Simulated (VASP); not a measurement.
Data:

```yaml
crystal:
  lattice:
    - [0.00000, 2.51897, 2.51897]
    - [2.51897, 0.00000, 2.51897]
    - [2.51897, 2.51897, 0.00000]
  atoms:
    - { symbol: Zr, position: [0.00000, 0.00000, 0.00000] }
    - { symbol: O, position: [0.25000, 0.25000, 0.25000] }
    - { symbol: O, position: [0.75000, 0.75000, 0.75000] }
```

Level of theory: revPBE GGA, VASP's PBE PAW potentials (set 64) (plane waves; VASP). Numerical set-up: 520 eV cut-off, 7×7×7 Γ-centred mesh, Gaussian smearing of 0.050 eV, potentials Zr_sv O.

Problem. Predict the energy per atom (σ→0), pressure.

Solution. 
```
Item                           Result
---------------------  --------------
energy per atom (σ→0)  -9.105 eV/atom
pressure                   158.2 kbar
```

The absolute energy has meaning only against runs of the same code, potentials and settings.

The compound is ZrO2 in the fluorite structure, the high-temperature cubic form, which is unstable at 0 K; the monoclinic form is the stable one. This cell is one point of a volume scan, at 0.94 of the reference volume.
